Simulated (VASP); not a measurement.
Computed with LDA (Ceperley-Alder, Perdew-Zunger), VASP's LDA PAW potentials (set 64) (plane waves; VASP).

The input files of a VASP run:

**KPOINTS**
```
Automatic mesh
0
Gamma
6 6 4
0 0 0
```

**INCAR**
```
LWAVE = .FALSE.
LMAXMIX = 4
LASPH = .TRUE.   # aspherical one-centre terms
ALGO = Normal
ISMEAR = 0   # Gaussian
IBRION = 2   # conjugate gradients
ISIF = 3   # ions, shape and volume
SIGMA = 0.05   # width (eV)
PREC = Accurate
NELM = 100
EDIFFG = -0.02
LCHARG = .FALSE.
LREAL = .FALSE.   # projection in real space or not
ENCUT = 500   # plane-wave cut-off (eV)
EDIFF = 1E-6   # SCF stop (eV)
SYSTEM = CdS
NSW = 40
```

### POSCAR
```
CdS
1
    2.0439915022    -3.5402969669     0.0000000000
    2.0439915022     3.5402969669     0.0000000000
    0.0000000000     0.0000000000     6.6428330572
Cd S
2 2
Direct
  0.6666670000   0.3333330000   0.5000380684
  0.3333330000   0.6666670000   0.0000380684
  0.6666670000   0.3333330000   0.8769619316
  0.3333330000   0.6666670000   0.3769619316
```

POTCAR, in this order: Cd S (LDA.64 set). Program: vasp_std.

Q: What does the run give for the energy per atom (σ→0), band gap (on the k-mesh)?

A: 
```json
{
  "energy per atom (σ→0)": "-3.704 eV/atom",
  "band gap (on the k-mesh)": "1.04 eV"
}
```

**OSZICAR**
```
...
DAV:  11    -0.148158552805E+02   -0.12350E-04   -0.11404E-04  1092   0.751E-02    0.852E-02
DAV:  12    -0.148158569591E+02   -0.16785E-05   -0.87664E-06  1082   0.168E-02    0.110E-01
DAV:  13    -0.148158746402E+02   -0.17681E-04   -0.97660E-05  1032   0.793E-02    0.122E-01
DAV:  14    -0.148158725134E+02    0.21268E-05   -0.11339E-05  1062   0.461E-02    0.795E-02
DAV:  15    -0.148158658869E+02    0.66266E-05   -0.65965E-06   976   0.174E-02    0.456E-02
DAV:  16    -0.148158639617E+02    0.19252E-05   -0.94346E-06  1020   0.140E-02    0.429E-03
DAV:  17    -0.148158640398E+02   -0.78133E-07   -0.25403E-07   534   0.354E-03
   1 F= -.14815864E+02 E0= -.14815864E+02  d E =-.148159E+02
```

The compound is CdS in the wurtzite structure. It was relaxed first.
